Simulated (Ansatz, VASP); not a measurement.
# MgGaNO: VASP beside Ansatz, part 2 of 3

Aim: how closely do two programs agree when they are given the same cell, functional and k mesh? The cell is generated by rule, not measured, and may not be a known phase. The cell is taken from a series of runs on this material, whose earlier steps may have relaxed, scaled, displaced or heated it; both programs get it as it stands.

VASP 6.6.1 and Ansatz 0.2.0.

So far: Set-up; Ansatz: zone-centre phonons, LDA.

## (3) VASP: zone-centre phonons, LDA

Level of this step: LDA; plane waves and PAW (Ga_d, Mg, N, O); invented cell (VASP).

The same cell, functional (in two slightly different forms) and mesh now go to VASP, with its own data sets.

Lines of VASP's logs that name or quote its potential files are left out, and so is its time.

The input, INCAR:

```
SYSTEM = MgGaNO
PREC = Accurate
ENCUT = 600
EDIFF = 1E-08
NELM = 120
ISMEAR = 0
SIGMA = 0.01
LREAL = .FALSE.
ALGO = Normal
GGA = CA
NBANDS = 34
LORBIT = 11
LWAVE = .FALSE.
LCHARG = .FALSE.
ISIF = 2
IBRION = 8
LEPSILON = .TRUE.
LASPH = .TRUE.
GGA_COMPAT = .FALSE.
EFERMI = MIDGAP
KPAR = 2
```

The input, POSCAR:

```
MgGaNO
1.0
    3.3995823214      0.0000000000      0.0000000000
   -1.6997911607      2.9441246526      0.0000000000
    0.0000000000      0.0000000000      8.7266364249
Ga Mg N O
2 2 2 2
Direct
    0.3333333333      0.6666666667      0.9679194715
    0.6666666667      0.3333333333      0.2510564923
    0.3333333333      0.6666666667      0.4817112303
    0.6666666667      0.3333333333      0.7080733285
    0.3333333333      0.6666666667      0.1885813522
    0.6666666667      0.3333333333      0.4689678407
    0.3333333333      0.6666666667      0.7384172613
    0.6666666667      0.3333333333      0.9452730232
```

The input, KPOINTS:

```
Automatic mesh
0
Gamma
9 9 4
0 0 0
```

Potentials, in the order of the species: Ga_d, Mg, N and O (LDA family, release 64).

Started as:

```bash
$ mpirun -np 2 vasp_std
```

The log of the run:

```text
[banner, memory and clock lines left out]
running    2 mpi-ranks, on    1 nodes
 distrk:  each k-point on    1 cores,    2 groups
 distr:  one band on    1 cores,    1 groups

 POSCAR found type information on POSCAR GaMgN O
 POSCAR found :  4 types and       8 ions
 LDA part: xc-table for (Slater(with rela. corr.)+CA(PZ))
 , standard interpolation
 POSCAR, INCAR and KPOINTS ok, starting setup
 FFT: planning ... GRIDC
 FFT: planning ... GRID_SOFT
 FFT: planning ... GRID
 WAVECAR not read
 entering main loop
       N       E                     dE             d eps       ncg     rms          rms(c)
DAV:   1     0.559982305725E+03    0.55998E+03   -0.26663E+04  3190   0.257E+03
DAV:   2     0.333350828419E+02   -0.52665E+03   -0.49724E+03  3380   0.625E+02
DAV:   3    -0.557863261810E+02   -0.89121E+02   -0.87148E+02  3310   0.191E+02
DAV:   4    -0.608247362883E+02   -0.50384E+01   -0.49987E+01  3948   0.490E+01
DAV:   5    -0.609384037100E+02   -0.11367E+00   -0.11346E+00  3540   0.693E+00    0.155E+01
DAV:   6    -0.522071456939E+02    0.87313E+01   -0.30640E+01  4702   0.629E+01    0.461E+00
DAV:   7    -0.522234737706E+02   -0.16328E-01   -0.30658E+00  3540   0.117E+01    0.338E+00
DAV:   8    -0.520791933878E+02    0.14428E+00   -0.59056E-01  4092   0.704E+00    0.888E-01
DAV:   9    -0.520495977133E+02    0.29596E-01   -0.97787E-02  4654   0.442E+00    0.469E-01
DAV:  10    -0.520492720165E+02    0.32570E-03   -0.31021E-02  3194   0.119E+00    0.213E-01
DAV:  11    -0.520492794829E+02   -0.74664E-05   -0.32594E-03  4590   0.608E-01    0.829E-02
DAV:  12    -0.520491487844E+02    0.13070E-03   -0.61376E-04  4452   0.232E-01    0.347E-02
DAV:  13    -0.520491445176E+02    0.42668E-05   -0.20565E-04  4430   0.124E-01    0.182E-02
DAV:  14    -0.520491432613E+02    0.12563E-05   -0.28747E-05  3402   0.435E-02    0.109E-02
DAV:  15    -0.520491427111E+02    0.55015E-06   -0.39893E-06  4206   0.220E-02    0.405E-03
DAV:  16    -0.520491427278E+02   -0.16707E-07   -0.17062E-06  4106   0.113E-02    0.338E-03
DAV:  17    -0.520491426528E+02    0.75031E-07   -0.17674E-07  3466   0.330E-03    0.234E-03
DAV:  18    -0.520491425766E+02    0.76252E-07   -0.25923E-07  3284   0.300E-03    0.664E-04
DAV:  19    -0.520491425761E+02    0.44292E-09   -0.23028E-08  2748   0.109E-03
   1 F= -.52049143E+02 E0= -.52049143E+02  d E =0.000000E+00
 Linear response reoptimize wavefunctions to high precision
DAV:   1    -0.520491425763E+02   -0.13279E-09   -0.86011E-09  2662   0.732E-04
DAV:   2    -0.520491425764E+02   -0.12460E-09   -0.70490E-10  1696   0.206E-04
DAV:   3    -0.520491425764E+02   -0.18190E-10   -0.12828E-10  1692   0.827E-05
 Linear response G [H, r] |phi>, progress :
  Direction:   1
       N       E                     dE             d eps       ncg     rms
 LRF_COMMUTATOR internal error: the vector H(1)-e(1) S(1) |phi(0)> is not orthog
 onal to |phi(0)> (-1.185902499706570E-004,3.184952301893418E-015)
 LRF_COMMUTATOR internal error: the vector H(1)-e(1) S(1) |phi(0)> is not orthog
 onal to |phi(0)> (-1.100362432457118E-004,-6.614934294768560E-015)
 LRF_COMMUTATOR internal error: the vector H(1)-e(1) S(1) |phi(0)> is not orthog
 onal to |phi(0)> (-1.136391598529976E-004,7.184357275757947E-015)
 LRF_COMMUTATOR internal error: the vector H(1)-e(1) S(1) |phi(0)> is not orthog
 onal to |phi(0)> (-1.030268627739668E-004,1.007527394847330E-014)
 LRF_COMMUTATOR internal error: the vector H(1)-e(1) S(1) |phi(0)> is not orthog
 onal to |phi(0)> (-1.426849314064855E-004,7.612833974324218E-015)
 LRF_COMMUTATOR internal error: the vector H(1)-e(1) S(1) |phi(0)> is not orthog
 onal to |phi(0)> (-1.083818559246413E-004,-5.885916753989306E-015)
RMM:   1    -0.135853448936E+03   -0.13585E+03    0.27890E+02  3777   0.299E+02
 LRF_COMMUTATOR internal error: the vector H(1)-e(1) S(1) |phi(0)> is not orthog
 onal to |phi(0)> (-1.185902499706570E-004,3.184952301893418E-015)
 LRF_COMMUTATOR internal error: the vector H(1)-e(1) S(1) |phi(0)> is not orthog
 onal to |phi(0)> (-1.100362432457118E-004,-6.614934294768560E-015)
 LRF_COMMUTATOR internal error: the vector H(1)-e(1) S(1) |phi(0)> is not orthog
 onal to |phi(0)> (-1.136391598529976E-004,7.184357275757947E-015)
 LRF_COMMUTATOR internal error: the vector H(1)-e(1) S(1) |phi(0)> is not orthog
 onal to |phi(0)> (-1.426849314064855E-004,7.612833974324218E-015)
 LRF_COMMUTATOR internal error: the vector H(1)-e(1) S(1) |phi(0)> is not orthog
 onal to |phi(0)> (-1.030268627739668E-004,1.007527394847330E-014)
 LRF_COMMUTATOR internal error: the vector H(1)-e(1) S(1) |phi(0)> is not orthog
 onal to |phi(0)> (-1.083818559246413E-004,-5.885916753989306E-015)
RMM:   2    -0.146465372821E+03   -0.10612E+02   -0.33553E+02  5804   0.769E+01
 LRF_COMMUTATOR internal error: the vector H(1)-e(1) S(1) |phi(0)> is not orthog
 onal to |phi(0)> (-1.185902499706570E-004,3.184952301893418E-015)
 LRF_COMMUTATOR internal error: the vector H(1)-e(1) S(1) |phi(0)> is not orthog
[...]
Born effective charge ion    5 direction 3 :   0.000   0.000  -2.144
 Linear response progress:
  Degree of freedom:  11/ 16
       N       E                     dE             d eps       ncg     rms          rms(c)
RMM:   1    -0.237351686600E+00   -0.23735E+00    0.11743E-01 25200   0.169E+00
RMM:   2    -0.234313594357E+00    0.30381E-02   -0.11040E-02 19462   0.450E-01    0.157E-01
[...]
Linear response progress:
  Degree of freedom:  13/ 16
       N       E                     dE             d eps       ncg     rms          rms(c)
RMM:   1    -0.360430205146E+00   -0.36043E+00    0.39269E-01 28326   0.234E+00
RMM:   2    -0.356837571429E+00    0.35926E-02   -0.71671E-03 21213   0.377E-01    0.140E-01
RMM:   3    -0.358068598332E+00   -0.12310E-02   -0.10908E-03 20505   0.132E-01    0.720E-02
RMM:   4    -0.359937863824E+00   -0.18693E-02   -0.82614E-04 20153   0.103E-01    0.160E-02
RMM:   5    -0.359958183232E+00   -0.20319E-04   -0.47873E-05 23061   0.279E-02    0.215E-03
RMM:   6    -0.359915836809E+00    0.42346E-04   -0.24357E-06 23539   0.594E-03    0.103E-03
RMM:   7    -0.359898422315E+00    0.17414E-04   -0.21433E-07 22663   0.185E-03    0.524E-04
RMM:   8    -0.359902957048E+00   -0.45347E-05   -0.44451E-08 23055   0.641E-04    0.703E-05
RMM:   9    -0.359901126898E+00    0.18302E-05   -0.28147E-08 23558   0.282E-04    0.286E-05
RMM:  10    -0.359901697119E+00   -0.57022E-06   -0.24427E-08 24053   0.203E-04    0.645E-06
RMM:  11    -0.359901748749E+00   -0.51630E-07   -0.14925E-08 24616   0.181E-04    0.277E-06
RMM:  12    -0.359901711786E+00    0.36963E-07   -0.11105E-07 24202   0.178E-04    0.823E-07
RMM:  13    -0.359901697269E+00    0.14517E-07   -0.55772E-08 23716   0.177E-04    0.381E-07
RMM:  14    -0.359901698941E+00   -0.16724E-08   -0.26075E-08 22952   0.175E-04    0.241E-07
 first order change of Fermi-energy  -0.29296E-01
 force on displaced ion       7 direction 1 : -12.376  -0.000  -0.000
 Born effective charge ion    7 direction 1 :  -1.697   0.000   0.000
 Linear response progress:
  Degree of freedom:  14/ 16
       N       E                     dE             d eps       ncg     rms          rms(c)
RMM:   1    -0.380965305141E+00   -0.38097E+00    0.42138E-01  7747   0.266E+00
RMM:   2    -0.376033208219E+00    0.49321E-02   -0.16514E-02  5551   0.695E-01    0.154E-01
RMM:   3    -0.376703849708E+00   -0.67064E-03   -0.24294E-03  5887   0.226E-01    0.764E-02
RMM:   4    -0.377674894279E+00   -0.97104E-03   -0.91477E-04  6037   0.116E-01    0.232E-02
RMM:   5    -0.377947992029E+00   -0.27310E-03   -0.11671E-04  5982   0.444E-02    0.116E-02
RMM:   6    -0.377861736341E+00    0.86256E-04   -0.93709E-06  6029   0.171E-02    0.415E-03
RMM:   7    -0.377852597533E+00    0.91388E-05   -0.13723E-06  6213   0.645E-03    0.130E-03
RMM:   8    -0.377851999108E+00    0.59842E-06   -0.15080E-07  5977   0.279E-03    0.554E-04
RMM:   9    -0.377848571133E+00    0.34280E-05    0.13552E-08  6078   0.106E-03    0.239E-04
RMM:  10    -0.377849757103E+00   -0.11860E-05   -0.54601E-09  6091   0.473E-04    0.660E-05
RMM:  11    -0.377849468689E+00    0.28841E-06   -0.16743E-08  6080   0.278E-04    0.211E-05
RMM:  12    -0.377849520864E+00   -0.52175E-07   -0.19927E-08  6348   0.188E-04    0.912E-06
RMM:  13    -0.377849466927E+00    0.53937E-07   -0.18295E-08  6304   0.169E-04    0.390E-06
RMM:  14    -0.377849460211E+00    0.67161E-08   -0.11714E-08  6529   0.158E-04    0.930E-07
 first order change of Fermi-energy   0.13055E+00
 force on displaced ion       7 direction 3 :  -0.000  -0.000 -12.912
 Born effective charge ion    7 direction 3 :   0.000  -0.000  -3.142
 Linear response progress:
  Degree of freedom:  15/ 16
       N       E                     dE             d eps       ncg     rms          rms(c)
RMM:   1    -0.363069373367E+00   -0.36307E+00    0.37658E-01 29465   0.304E+00
RMM:   2    -0.353071022337E+00    0.99984E-02   -0.16968E-02 20734   0.783E-01    0.143E-01
RMM:   3    -0.354263758825E+00   -0.11927E-02   -0.16716E-03 22441   0.213E-01    0.721E-02
RMM:   4    -0.355691778542E+00   -0.14280E-02   -0.60034E-04 21935   0.107E-01    0.155E-02
RMM:   5    -0.355746686939E+00   -0.54908E-04   -0.34957E-05 23512   0.275E-02    0.357E-03
RMM:   6    -0.355665137513E+00    0.81549E-04   -0.27200E-06 22864   0.759E-03    0.764E-04
RMM:   7    -0.355665846264E+00   -0.70875E-06   -0.18257E-07 24003   0.199E-03    0.269E-04
RMM:   8    -0.355660732944E+00    0.51133E-05   -0.25635E-08 23213   0.711E-04    0.467E-05
RMM:   9    -0.355660458902E+00    0.27404E-06   -0.21100E-08 24072   0.319E-04    0.237E-05
RMM:  10    -0.355660525414E+00   -0.66512E-07   -0.26390E-08 23908   0.213E-04    0.419E-06
RMM:  11    -0.355660490515E+00    0.34899E-07   -0.43546E-08 24411   0.185E-04    0.160E-06
RMM:  12    -0.355660509793E+00   -0.19278E-07   -0.63229E-08 24435   0.178E-04    0.522E-07
RMM:  13    -0.355660513221E+00   -0.34284E-08   -0.35461E-08 24539   0.175E-04    0.233E-07
 first order change of Fermi-energy   0.33156E-02
 force on displaced ion       8 direction 1 : -11.197   0.001   0.000
 Born effective charge ion    8 direction 1 :  -2.326  -0.000   0.000
 Linear response progress:
  Degree of freedom:  16/ 16
       N       E                     dE             d eps       ncg     rms          rms(c)
RMM:   1    -0.385901607914E+00   -0.38590E+00    0.39065E-01  7187   0.264E+00
RMM:   2    -0.381009293922E+00    0.48923E-02   -0.13113E-02  5571   0.592E-01    0.149E-01
RMM:   3    -0.381970348308E+00   -0.96105E-03   -0.16794E-03  5963   0.193E-01    0.784E-02
RMM:   4    -0.383158241545E+00   -0.11879E-02   -0.74061E-04  5906   0.107E-01    0.246E-02
RMM:   5    -0.383444524035E+00   -0.28628E-03   -0.84776E-05  6088   0.386E-02    0.100E-02
RMM:   6    -0.383385313252E+00    0.59211E-04   -0.63719E-06  5859   0.130E-02    0.339E-03
RMM:   7    -0.383370161851E+00    0.15151E-04   -0.12891E-06  6118   0.553E-03    0.132E-03
RMM:   8    -0.383359156731E+00    0.11005E-04   -0.12954E-07  5896   0.199E-03    0.500E-04
RMM:   9    -0.383361022509E+00   -0.18658E-05   -0.55647E-08  6195   0.888E-04    0.120E-04
RMM:  10    -0.383360506731E+00    0.51578E-06   -0.28809E-08  6250   0.362E-04    0.557E-05
RMM:  11    -0.383360312813E+00    0.19392E-06   -0.23590E-08  6061   0.268E-04    0.194E-05
RMM:  12    -0.383360414336E+00   -0.10152E-06   -0.27458E-08  6460   0.227E-04    0.722E-06
RMM:  13    -0.383360381948E+00    0.32388E-07   -0.28318E-08  6454   0.212E-04    0.187E-06
RMM:  14    -0.383360394150E+00   -0.12202E-07   -0.32467E-08  6616   0.209E-04    0.124E-06
RMM:  15    -0.383360387789E+00    0.63609E-08   -0.86509E-08  6472   0.208E-04    0.296E-07
 first order change of Fermi-energy   0.30038E+00
 force on displaced ion       8 direction 3 :   0.000  -0.000 -11.342
 Born effective charge ion    8 direction 3 :  -0.000   0.000  -2.097
 Born effective charges drift removed
 Linear response finished
```

[end of part 2 of 3]

[Lines on the potential files, build, host, timing and source positions are cut from VASP's logs without a mark.]

[Logs are printed without paths, hosts, clocks, repeated set-up lines and the standing remarks that a program may print on its own settings, such as how far it seeks lower states.]

[Hosts, paths, dates, database ids (printed as entryN), source tags and the programs' standing remarks are cut or masked in the printed files.]
